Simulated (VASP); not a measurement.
Consider the following.

```
CELL_PARAMETERS angstrom
      4.90891     2.44976     2.44976
      2.44976     4.90891     2.44976
      2.44976     2.44976     4.90891
ATOMIC_POSITIONS crystal
  Mn 0.00000 0.00000 0.00000
  Mn 0.50000 0.50000 0.50000
  S  0.25000 0.25000 0.25000
  S  0.75000 0.75000 0.75000
```
Starting moments (μB, in the order of the record's atoms Mn Mn S S): 3.7 -3.7 0.0 0.0.

Level of theory: LDA (Ceperley-Alder, Perdew-Zunger), VASP's LDA PAW potentials (set 64) (plane waves; VASP). Numerical set-up: 520 eV cut-off, 12×12×12 Γ-centred mesh, tetrahedra with Blöchl corrections, potentials Mn_pv S.

Task: Predict the cell moment, energy per atom (σ→0), band gap (on the k-mesh) with the smallest direct gap where there is one.

Result: 
```json
{
 "band gap (on the k-mesh)": "none (metal, semimetal or under 0.01 eV)",
 "cell_moment": "0.00 μB",
 "energy per atom (σ→0)": "-7.652 eV/atom"
}
```

Task: Give the moment on each site (PAW-sphere projection).

Result: 
| site | moment (μB) |
|---|---|
| Mn1 | 3.73 |
| Mn2 | -3.73 |
| S3 | 0.00 |
| S4 | 0.00 |

The absolute energy has meaning only against runs of the same code, potentials and settings.

The compound is MnS in the rock salt, AFM-II order structure. It was relaxed first, which changed the volume by -17 %.
